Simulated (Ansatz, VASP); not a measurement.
## ZrB2: VASP beside Ansatz

Wanted: the spread between two codes on one cell, functional and k mesh. The cell is taken from a series of runs on this material, whose earlier steps may have relaxed, scaled, displaced or heated it; both programs get it as it stands.

Method: plane waves, with VASP 6.6.1 beside it; relaxation of cell and atoms at PBEsol, in Ansatz 0.2.0.

## (1) Starting point

It takes space group P6/mmm (No. 191, hexagonal). The conventional cell has a = 3.156 Å, b = 3.156 Å, c = 3.506 Å, α = 90.00°, β = 90.00°, γ = 120.00°. Nearest to Zr lie 12 B at 2.53 Å. Nearest to B lie 3 B at 1.82 Å and 6 Zr at 2.53 Å. Farther neighbours are not listed.

Structure file:

```xyz
3
Lattice="3.1555 0.0000 0.0000 -1.5778 2.7328 0.0000 0.0000 0.0000 3.5060" Properties=species:S:1:pos:R:3 pbc="T T T"
Zr    0.0000    0.0000    0.0000
B     0.0000    1.8218    1.7530
B     1.5778    0.9109    1.7530
```

## (2) VASP: relaxation of cell and atoms, PBEsol

The relaxed volume is the usual yardstick between codes: in a stiff, nearly cubic crystal its relative difference is about their pressure difference at one cell divided by the bulk modulus.

Lines of VASP's logs that name or quote its potential files are left out, and so is its time.

Contents of INCAR:

```
SYSTEM = ZrB2
PREC = Accurate
ENCUT = 500
EDIFF = 1E-07
NELM = 120
ISMEAR = 1
SIGMA = 0.2
LREAL = .FALSE.
ALGO = Normal
GGA = PS
NBANDS = 15
LASPH = .TRUE.
LORBIT = 11
LWAVE = .FALSE.
LCHARG = .FALSE.
ISIF = 3
IBRION = 2
NSW = 80
EDIFFG = -0.005
GGA_COMPAT = .FALSE.
NELMIN = 4
```

Contents of POSCAR:

```
ZrB2
1.0
    3.1555300000      0.0000000000      0.0000000000
   -1.5777650000      2.7327690000      0.0000000000
    0.0000000000      0.0000000000      3.5059940000
Zr B
1 2
Direct
    0.0000000000      0.0000000000      0.0000000000
    0.3333333333      0.6666666667      0.5000000000
    0.6666666667      0.3333333333      0.5000000000
```

Contents of KPOINTS:

```
Automatic mesh
0
Gamma
18 18 14
0 0 0
```

PAW data sets: Zr_sv and B (PBE family, release 64).

The run is started by

```console
> mpirun -np 1 vasp_std
```

Numbers of over 12 decimals in the logs are rounded to 6 here.

The program printed:

```text
[banner, memory and clock lines left out]
running    1 mpi-ranks, on    1 nodes
 distrk:  each k-point on    1 cores,    1 groups
 distr:  one band on    1 cores,    1 groups

 POSCAR found type information on POSCAR ZrB
 POSCAR found :  2 types and       3 ions
|                                                                             |
|               ----> ADVICE to this user running VASP <----                  |
|                                                                             |
|     You enforced a specific xc type in the INCAR file but a different       |
|     [... a line on the potential file left out ...]
|     I HOPE YOU KNOW WHAT YOU ARE DOING!                                     |
|                                                                             |

 LDA part: xc-table for (Slater+PW92), standard interpolation
 POSCAR, INCAR and KPOINTS ok, starting setup
 FFT: planning ... GRIDC
 FFT: planning ... GRID_SOFT
 FFT: planning ... GRID
 WAVECAR not read
 entering main loop
       N       E                     dE             d eps       ncg     rms          rms(c)
DAV:   1     0.989643094975E+02    0.98964E+02   -0.95231E+03  8888   0.116E+03
DAV:   2    -0.247488925311E+02   -0.12371E+03   -0.11899E+03 11267   0.298E+02
DAV:   3    -0.289020470297E+02   -0.41532E+01   -0.41326E+01 14260   0.472E+01
DAV:   4    -0.289670531163E+02   -0.65006E-01   -0.64996E-01 10303   0.542E+00
DAV:   5    -0.289685998184E+02   -0.15467E-02   -0.15467E-02 13699   0.563E-01    0.230E+01
DAV:   6    -0.264523300332E+02    0.25163E+01   -0.58359E+00 11152   0.169E+01    0.956E+00
DAV:   7    -0.264049840157E+02    0.47346E-01   -0.69836E-01 13048   0.532E+00    0.337E+00
DAV:   8    -0.264051733239E+02   -0.18931E-03   -0.10058E-01 10694   0.271E+00    0.514E-01
DAV:   9    -0.264014027299E+02    0.37706E-02   -0.20109E-02 11148   0.110E+00    0.193E-01
DAV:  10    -0.264011169982E+02    0.28573E-03   -0.13412E-03 10443   0.351E-01    0.406E-02
DAV:  11    -0.264011209195E+02   -0.39213E-05   -0.66306E-05 12627   0.759E-02    0.119E-02
DAV:  12    -0.264011191706E+02    0.17490E-05   -0.31257E-06 11504   0.124E-02    0.517E-03
DAV:  13    -0.264011190149E+02    0.15566E-06   -0.51950E-07 12566   0.581E-03    0.198E-03
DAV:  14    -0.264011189553E+02    0.59642E-07   -0.34585E-08  5133   0.195E-03
   1 F= -.26401119E+02 E0= -.26400971E+02  d E =-.264011E+02
 curvature:   0.00 expect dE= 0.000E+00 dE for cont linesearch  0.000E+00
 trial: gam= 0.00000 g(F)=  0.126E-46 g(S)=  0.154E-03 ort = 0.000E+00 (trialstep = 0.100E+01)
 search vector abs. value=  0.154E-03
 bond charge predicted
       N       E                     dE             d eps       ncg     rms          rms(c)
DAV:   1    -0.264018684319E+02   -0.74942E-03   -0.24347E-02 10177   0.156E+00    0.367E-01
DAV:   2    -0.264011627349E+02    0.70570E-03   -0.20412E-03 10182   0.486E-01    0.927E-02
DAV:   3    -0.264010750569E+02    0.87678E-04   -0.54623E-04 13987   0.172E-01    0.386E-02
DAV:   4    -0.264010870622E+02   -0.12005E-04   -0.23775E-05 12982   0.341E-02    0.187E-02
DAV:   5    -0.264010957437E+02   -0.86815E-05   -0.23221E-05 14128   0.275E-02    0.127E-02
DAV:   6    -0.264010962961E+02   -0.55243E-06   -0.11498E-06 14202   0.842E-03    0.395E-03
DAV:   7    -0.264010961474E+02    0.14873E-06   -0.18322E-07  9128   0.354E-03    0.109E-03
DAV:   8    -0.264010960962E+02    0.51249E-07   -0.14063E-08  4944   0.125E-03
   2 F= -.26401096E+02 E0= -.26400950E+02  d E =0.228591E-04
 trial-energy change:    0.000023  1 .order    0.000021   -0.000154    0.000197
 step:   0.4329(harm=  0.4392)  dis= 0.00000  next Energy=   -26.401152 (dE=-0.333E-04)
 bond charge predicted
       N       E                     dE             d eps       ncg     rms          rms(c)
DAV:   1    -0.264013999437E+02   -0.30380E-03   -0.78365E-03 10135   0.886E-01    0.209E-01
DAV:   2    -0.264011687736E+02    0.23117E-03   -0.64908E-04 10182   0.274E-01    0.526E-02
DAV:   3    -0.264011407033E+02    0.28070E-04   -0.17762E-04 13974   0.983E-02    0.221E-02
DAV:   4    -0.264011464838E+02   -0.57805E-05   -0.76194E-06 12949   0.194E-02    0.105E-02
DAV:   5    -0.264011509397E+02   -0.44558E-05   -0.74693E-06 14101   0.156E-02    0.725E-03
DAV:   6    -0.264011519529E+02   -0.10132E-05   -0.36376E-07 13199   0.480E-03    0.221E-03
DAV:   7    -0.264011521520E+02   -0.19914E-06   -0.58715E-08  5802   0.211E-03    0.528E-04
DAV:   8    -0.264011521839E+02   -0.31873E-07   -0.13923E-08  4734   0.105E-03
   3 F= -.26401152E+02 E0= -.26401005E+02  d E =-.332287E-04
 curvature:  -0.22 expect dE=-0.186E-07 dE for cont linesearch -0.805E-08
 trial: gam=-0.01487 g(F)=  0.528E-48 g(S)=  0.845E-07 ort = 0.238E-05 (trialstep = 0.887E+00)
 search vector abs. value=  0.480E-07
 reached required accuracy - stopping structural energy minimisation
```

From OUTCAR (step 2):

```text
ion  position               nearest neighbor table
   1  0.000  0.000  0.000-   2 2.53   2 2.53   3 2.53   3 2.53   2 2.53   3 2.53   2 2.53   3 2.53
                             3 2.53   3 2.53   2 2.53   2 2.53
   2  0.333  0.667  0.500-   3 1.82   3 1.82   3 1.82   1 2.53   1 2.53   1 2.53   1 2.53   1 2.53
                             1 2.53
   3  0.667  0.333  0.500-   2 1.82   2 1.82   2 1.82   1 2.53   1 2.53   1 2.53   1 2.53   1 2.53
                             1 2.53

  LATTYP: Found a hexagonal cell.
 ALAT       =     3.1555300000
 C/A-ratio  =     1.1110634347

 Subroutine GETGRP returns: Found 24 space group operations
 (whereof 24 operations were pure point group operations)

The static configuration has the point symmetry D_6h.

 Found    296 irreducible k-points:

   k-points           NKPTS =    296   k-points in BZ     NKDIM =    296   number of bands    NBANDS=     15

   dimension x,y,z NGX =    24 NGY =   24 NGZ =   28
   dimension x,y,z NGXF=    48 NGYF=   48 NGZF=   56

   ENCUT  =  500.0 eV  36.75 Ry    6.06 a.u.   5.75  5.75  6.39*2*pi/ulx,y,z

   NELECT =      18.0000    total number of electrons

 k-points in reciprocal lattice and weights: Automatic mesh
   0.00000000  0.00000000  0.00000000       0.000
   0.05555556  0.00000000  0.00000000       0.001
   0.11111111  0.00000000  0.00000000       0.001
   0.16666667  0.00000000  0.00000000       0.001
   0.22222222  0.00000000  0.00000000       0.001
   0.27777778  0.00000000  0.00000000       0.001
   0.33333333  0.00000000  0.00000000       0.001
   0.38888889  0.00000000  0.00000000       0.001
   0.44444444  0.00000000  0.00000000       0.001
[...]
0.33333333  0.27777778  0.50000000       0.003
   0.33333333  0.33333333  0.50000000       0.000

 average (electrostatic) potential at core
       1 -72.3405       2 -21.9215       3 -21.9215

 E-fermi :  10.6577

 k-point     1 :       0.0000    0.0000    0.0000
  band No.  band energies     occupation
    ...
      5      -2.1659      2.00000
      6       7.9260      2.00000
      7       7.9260      2.00000
      8       7.9545      2.00000
      9       8.3125      2.00000
     10      14.0661     -0.00000
     11      14.0661     -0.00000
     12      14.9045      0.00000
     13      14.9045      0.00000
     14      15.5733      0.00000
    ...

 k-point     2 :       0.0556    0.0000    0.0000
  band No.  band energies     occupation
    ...
      5      -2.1025      2.00000
      6       7.7392      2.00000
      7       7.9301      2.00000
      8       8.0163      2.00000
      9       8.2371      2.00000
     10      14.0254     -0.00000
     11      14.1754     -0.00000
     12      14.4177     -0.00000
     13      14.5729     -0.00000
     14      15.8585      0.00000
    ...

 k-point     3 :       0.1111    0.0000    0.0000
  band No.  band energies     occupation
    ...
      5      -1.9161      2.00000
      6       7.2438      2.00000
      7       7.9348      2.00000
      8       8.0358      2.00000
      9       8.1833      2.00000
     10      13.6875     -0.00000
     11      13.9114     -0.00000
     12      14.1867     -0.00000
     13      14.4378     -0.00000
     14      16.5750      0.00000
    ...

  Total        0.0002195      0.0002195      0.0022711      0.0000000      0.0000000      0.0000000
  in kB        0.0116180      0.0116180      0.1202134      0.0000000      0.0000000      0.0000000
  external PRESSURE =       0.0478165 kB  Pullay stress =       0.0000000 kB

  energy-cutoff  :      500.00
  volume of cell :       30.27
      direct lattice vectors                 reciprocal lattice vectors
     3.156799762  0.000000000  0.000000000     0.316776506  0.182891011  0.000000000
    -1.578399881  2.733868646  0.000000000     0.000000000  0.365782022  0.000000000
     0.000000000 -0.000000000  3.507310014     0.000000000 -0.000000000  0.285118794

 POSITION                                       TOTAL-FORCE (eV/Angst)
 -----------------------------------------------------------------------------------
      0.00000      0.00000      0.00000        -0.000000      0.000000     -0.000000
     -0.00000      1.82258      1.75366         0.000000     -0.000000      0.000000
      1.57840      0.91129      1.75366        -0.000000      0.000000     -0.000000
 -----------------------------------------------------------------------------------
    total drift:                               -0.000000      0.000000      0.000000

  FREE ENERGIE OF THE ION-ELECTRON SYSTEM (eV)
  ---------------------------------------------------
  free  energy   TOTEN  =       -26.4011521839 eV

  energy  without entropy=      -26.4007094403  energy(sigma->0) =      -26.40100460

 reached required accuracy - stopping structural energy minimisation

 total charge
# of ion       s       p       d       tot
------------------------------------------
    1        2.173   6.032   1.805  10.010
    2        0.665   1.248   0.000   1.913
    3        0.665   1.248   0.000   1.913
--------------------------------------------------
tot          3.503   8.528   1.805  13.835

[... 3 further parts left out ...]
```

CONTCAR:

```
ZrB2
   1.00000000000000
     3.1567997616887622    0.0000000000000000    0.0000000000000000
    -1.5783998808443811    2.7338686457073131    0.0000000000000000
     0.0000000000000000   -0.0000000000000000    3.5073100144488754
  Zr              B
     1     2
Direct
     0.0000000000000000    0.0000000000000000    0.0000000000000000
     0.3333333332999970    0.6666666667000030    0.5000000000000000
     0.6666666667000030    0.3333333332999970    0.5000000000000000
```

The run keeps the 24 symmetry operations of its start, so it cannot find a distortion of lower symmetry.

## (3) Ansatz: relaxation of cell and atoms, PBEsol

Ansatz runs on its PAW soft_1 files.

The same cell, functional, mesh and smearing now go to Ansatz, which takes its cutoff from its data sets.

Contents of input.yaml:

```yaml
crystal:
  lattice:
    - [3.1555295736, 0.0, 0.0]
    - [-1.5777647868, 2.7327687732, 0.0]
    - [0.0, 0.0, 3.5059936511]
  atoms:
    - { symbol: Zr, position: [0.0, 0.0, 0.0] }
    - { symbol: B, position: [0.3333333333, 0.6666666667, 0.5] }
    - { symbol: B, position: [0.6666666667, 0.3333333333, 0.5] }
kpoints:
  mp_grid: { grid: [18, 18, 14] }
hamiltonian:
  xc: pbesol
  pseudopotentials: { kind: paw, azcp: { folder: soft_1 }, xc_functional: pbe }
scf:
  occupations: { method: methfessel_paxton, width: 0.2 }
output:
  forces: true
  stress: true
  eigenvalues: true
relax:
  adjacent_minimum: "off"
  f_tol: 0.001
  max_steps: 60
  cell: { stress_tol: 0.01 }
```

The run is started by

```console
> ansatz run input.yaml --threads 8 --pin off --max-ram 15360MiB --backend cpu --events-out ev --progress --plain --runs-dir out
```

The program printed:

```text
Engine: ansatz 0.2.0, aarch64-unknown-linux-gnu
Pseudopotentials: kind: paw
Pseudopotential: Zr, paw, valence charge 12, recommended cutoff 420 eV (normal), soft_1/Zr.paw.azcp
Pseudopotential: B, paw, valence charge 3, recommended cutoff 420 eV (normal), soft_1/B.paw.azcp
Functional definition: PBEsol
  exchange = pbesol_x
  correlation = pbesol_c
Crystal: 3 atoms, lattice volume = 30.233 Å³
Basis set: ecut = 420 eV, 563 PW (Γ), exchange–correlation on 48×48×48 points (8 copies of the dense FFT grid, shifted against one another)
Bands: 13, of which v1, the nominal top of the filled ones, is band 9 counted from 1 (8 counted from 0)
Symmetry: 24 space group operations
Space group: P6/mmm (ITA 191), of the structure as read, at distance tolerance 3.1e-5 Å
k-points: 296 of 4536
Non-local potential: Zr, projectors of the file, l = 0: 3, l = 1: 2, l = 2: 2, l = 3: 1
Non-local potential: B, projectors of the file, l = 0: 2, l = 1: 2, l = 2: 1
PAW form: soft (Blöchl's): semilocal exchange-correlation on the pseudo side does not see the compensation charge
PAW frozen core: Zr, regenerated for the run's functional, and the local potential with it (the file was generated under x = pbe(κ = 0.804, μ = 0.219515), c = pbe(β = 0.066725))
PAW frozen core: B, regenerated for the run's functional, and the local potential with it (the file was generated under x = pbe(κ = 0.804, μ = 0.219515), c = pbe(β = 0.066725))
PAW one-centre angular grid: Zr, 590 points (default); XC on 64 Gauss nodes
PAW one-centre angular grid: B, 110 points (default); XC on 64 Gauss nodes
Initial density: superposition of atomic densities (chi_scale 0.1, normalization cell, long waves kept (reshape's long-wave potential 0.00 eV rms))
Initial wavefunctions: pseudopotential atomic-orbital guess
Functional: x = pbesol(κ = 0.804, μ = 0.123457), c = pbesol(β = 0.046)
SCF iter   1: F=—  HF=-4437.736010 eV  |F-HF|=—  |Δ(HF+E_count)|=         —  Δρ=5.49e-2  dr2=1.67e0  ethr=3.10e-3  ⟨swp⟩=4.9  Hψ=18573  notcnv=0
preconditioner: auto → none  [metal: Δε(μ)=0.003 eV  Ē_g=17.066 eV  σ=0.200 eV  W_gap=0.01  n_scr=8 (ndim 8)  ℏωp=27.0 eV  f_vac=0.000  D(μ)=0.42/eV (n_scr^D=0)  sad-step TF]
SCF iter   2: F=—  HF=-4437.351582 eV  |F-HF|=—  |Δ(HF+E_count)|=   3.84e-1  S|Δr|=    0.00e0  Δρ=2.75e-2  dr2=3.79e-1  ethr=3.10e-3  ⟨swp⟩=2.1  Hψ=7504  notcnv=0
SCF iter   3: F=—  HF=-4437.241640 eV  |F-HF|=—  |Δ(HF+E_count)|=   1.10e-1  S|Δr|=    0.00e0  Δρ=2.28e-3  dr2=1.17e-3  ethr=2.11e-3  ⟨swp⟩=2.0  Hψ=6529  notcnv=0
SCF iter   4: F=—  HF=-4437.242007 eV  |F-HF|=—  |Δ(HF+E_count)|=   3.67e-4  S|Δr|=    0.00e0  Δρ=4.08e-4  dr2=4.44e-5  ethr=6.50e-6  ⟨swp⟩=2.3  Hψ=8536  notcnv=0
SCF iter   5: F=—  HF=-4437.242010 eV  |F-HF|=—  |Δ(HF+E_count)|=   2.78e-6  S|Δr|=    0.00e0  Δρ=4.70e-5  dr2=6.91e-7  ethr=2.47e-7  ⟨swp⟩=2.1  Hψ=5611  notcnv=0
SCF iter   6: F=-4437.242010 eV  HF=-4437.242010 eV  |F-HF|=5.95e-9  |Δ(HF+E_count)|=   1.86e-8  S|Δr|=    0.00e0  Δρ=8.23e-6  dr2=1.19e-8  ethr=5.56e-10  ⟨swp⟩=5.4  Hψ=18212  notcnv=0
SCF 1 converged in 6 iterations: F = -4437.242010 eV  dr2 = 1.19e-8
  greatest PAW one-centre occupation: 0.996 electrons in one spin orbital (limit 2), on the Zr atom at site 0 (counted from 0), in its partial waves of l = 0
relax step   1: F+E_penalty+E_count = -4437.24200993 eV  Δ(F+E_penalty+E_count) = +0.000e0 eV  max|allowed force component| = 1.789e-16 eV/Å  Δτ_max = 0.0000 Å  P = -0.019 GPa  Ω = 30.233 Å³  (6 SCF iters, dr2 threshold 1.00e-7 eV, accepted)
[...]
relax step   2: F+E_penalty+E_count = -4437.24201172 eV  Δ(F+E_penalty+E_count) = -1.793e-6 eV  max|allowed force component| = 1.789e-16 eV/Å  Δτ_max = 0.0000 Å  P = +0.005 GPa  Ω = 30.230 Å³  energy of the carried Pulay correction = +1.660e-6 eV  (3 SCF iters, dr2 threshold 1.24e-9 eV, accepted)
[...]
relax step   3: F+E_penalty+E_count = -4437.24200989 eV  Δ(F+E_penalty+E_count) = +1.829e-6 eV  max|allowed force component| = 1.789e-16 eV/Å  Δτ_max = 0.0000 Å  P = +0.005 GPa  Ω = 30.230 Å³  stress off target by 8.32e-3 GPa  SCF on the basis re-selected at this cell (its energy is not comparable with the rows above)  (5 SCF iters)
basis re-selected at this cell: Δ(F+E_penalty+E_count) = +1.829e-6 eV, ΔP = -0.000 GPa vs the last step (what re-selecting the basis moved, of the pressure what is left beyond the Pulay correction that the steps carried, after the strain that the cell walked since its last selection, with what the two solves' SCF thresholds leave and, on support functions, any second-order correction that the steps lacked; it is no m [...]
SCF converged after 5 iterations
Stability not checked: this state was not tested for a lower state beside it, because cold or Methfessel-Paxton smearing, or corrected tetrahedra, fill the levels in a way that the test cannot read (fill_not_monotonic; see scf.lower_state_search)
Free energy (F): -4437.242010 eV
Harris-Foulkes:  -4437.242010 eV  (|F-HF|=0.00e0)
Internal energy: -4437.241567 eV  (E = F + TS)
E sigma→0 (E₀):  -4437.241899 eV
Entropy (-TS):   -0.000443 eV (-0.148 meV/atom)
Fermi energy:    15.991617 eV
--- Per-component energies (eV) ---
  E_band       = -21.711080
  E_kinetic    = 419.460857
  E_local      = -520.741392  (includes V_loc(G=0)·N_el)
  E_nonlocal   = 91.101317
  E_hartree    = 176.409236
  E_xc         = -222.017181
  E_vxc        = -263.581577  (∫ρ·V_xc dr)
  E_paw        = -3060.003591  (= ΣΔE_a)
  E_vpaw       = -100.768730  (= ΣTr[D̂ρ^β])
  E_aug_tail   = -0.000009  (compensation charges beyond the density's cutoff)
  E_ewald      = -1321.645946
  E_core_change = 0.195143  (= ΣΔE_core)
  E_smearing   = -0.000443  (= −TS)
  E_closure    = 0.000000  (closes the sum)
  Σ components = -4437.242010   (vs F -4437.242010, Δ=0.00e0)
--- Forces (eV/Å), atoms counted from 1 ---
  atom   1  Zr     0.00000000     0.00000000     0.00000000
  atom   2  B      0.00000000    -0.00000000     0.00000000
  atom   3  B      0.00000000     0.00000000     0.00000000
  max |Σ_I F_I| component: 1.85e-17 eV/Å
--- Stress (GPa, compression-positive) ---
        0.003177       0.000000       0.000000
       -0.000000       0.003177       0.000000
        0.000000       0.000000       0.008317
  P = ⅓ Tr σ = 0.0049 GPa (0.049 kbar)
--- Band table (eV; the first three rows and the last of 296) ---
  k-point 0: bands = [... 5 lower, 13.2565, 13.2565, 13.2862, 13.6490, 19.4022, 19.4022, 20.2384, 20.2384]
  k-point 1: bands = [... 5 lower, 12.6897, 13.3058, 13.3058, 14.2209, 18.9469, 18.9469, 20.0723, 20.0723]
  k-point 2: bands = [... 5 lower, 11.9168, 13.4524, 13.4524, 14.9339, 18.2015, 18.2015, 19.6201, 19.6201]
  k-point 295: bands = [... 5 lower, 7.1427, 11.0138, 13.2587, 13.2587, 20.1377, 22.1593, 22.1593, 22.6785]
--- Relaxed structure (2 steps of the walk, 2 accepted, 1 SCFs on fresh bases) ---
  F+E_penalty+E_count = -4437.24200989 eV   max|allowed force component| = 1.789e-16 eV/Å   (the final SCF, on the basis selected at the relaxed cell)
  cell:  # Å, volume = 30.2305 Å³
    - [3.155423, 0.0, 0.0]
    - [-1.577712, 2.732677, 0.0]
    - [0.0, 0.0, 3.505899]
  atoms:
    - { symbol: Zr, position: [0, 0, 0.0] }
    - { symbol: B, position: [0.333333, 0.666667, 0.500000] }
    - { symbol: B, position: [0.666667, 0.333333, 0.500000] }
```

## (4) Comparison

Known differences besides the potentials themselves: the cutoff is 420 eV in Ansatz and 500 eV in VASP; Ansatz makes its cores anew for this functional, VASP keeps those of its PBE data sets; Ansatz adds a Pulay correction to the stress that steers its cell, VASP none. Total energies have different zeros and are not compared.

The two programs side by side:

| quantity | Ansatz | VASP | difference |
| --- | --- | --- | --- |
| volume (Å³) | 30.23 | 30.27 | -0.13 % |
| edge a after relaxation, in the typed setting (Å) | 3.155 | 3.157 | -0.04 % |
| edge c after relaxation, in the typed setting (Å) | 3.506 | 3.507 | -0.04 % |

## (5) Outcome

```json
{
 "difference in volume (relaxation of cell and atoms, PBEsol)": "-0.13 %"
}
```

The difference in volume is -0.13 % (relaxation of cell and atoms, PBEsol), within the 1.2 % picked in this series as the mark of a large difference, as far as the stopping tolerances let one tell. Such differences can come from data sets, numerical settings and the points named under the comparisons, not from the functional's error against experiment.

[Lines on the potential files, build, host, timing and source positions are cut from VASP's logs without a mark.]

[Logs are printed without paths, hosts, clocks, repeated set-up lines and the standing remarks that a program may print on its own settings, such as how far it seeks lower states.]

[Hosts, paths, dates, database ids (printed as entryN), source tags and the programs' standing remarks are cut or masked in the printed files.]
